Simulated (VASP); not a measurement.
The cell holds one BAs (zinc blende) (110) slab, with vacuum along c, ions free to move until forces fall under 0.03 eV/Å, no reconstruction beyond this cell, dipole correction on. Ionisation potential and electron affinity count from the cell's own band edges, surface states included.

Here is the system:

```
AsB
1.0
    4.77759     0.00000     0.00000
    0.00000     3.37827     0.00000
    0.00000     0.00000    25.12723
B As
6 6
Direct
  0.95050   0.00000   0.65301
  0.51337   0.50000   0.60152
  0.01271   0.00000   0.53309
  0.51271   0.50000   0.46691
  0.01337   0.00000   0.39848
  0.45050   0.50000   0.34699
  0.26814   0.00000   0.60105
  0.74189   0.50000   0.67504
  0.26337   0.00000   0.46577
  0.76337   0.50000   0.53423
  0.24189   0.00000   0.32496
  0.76814   0.50000   0.39895
```

Computed with PBEsol GGA, VASP's PBE PAW potentials (set 64) (plane waves; VASP). Run with 450 eV cut-off, 4×6×1 Γ-centred mesh, Gaussian smearing of 0.050 eV, potentials B As.

Slab and bulk use different k-meshes, so the surface energy is good to a few per cent at best.

Task: Predict its surface energy, ionisation potential, electron affinity.

Result: 
```
Property                   Value
--------------------  ----------
surface energy        1.70 J/m^2
ionisation potential     5.15 eV
electron affinity        4.85 eV
```

The cell is a thin slab with vacuum, built from BAs (zinc blende): (110) face.
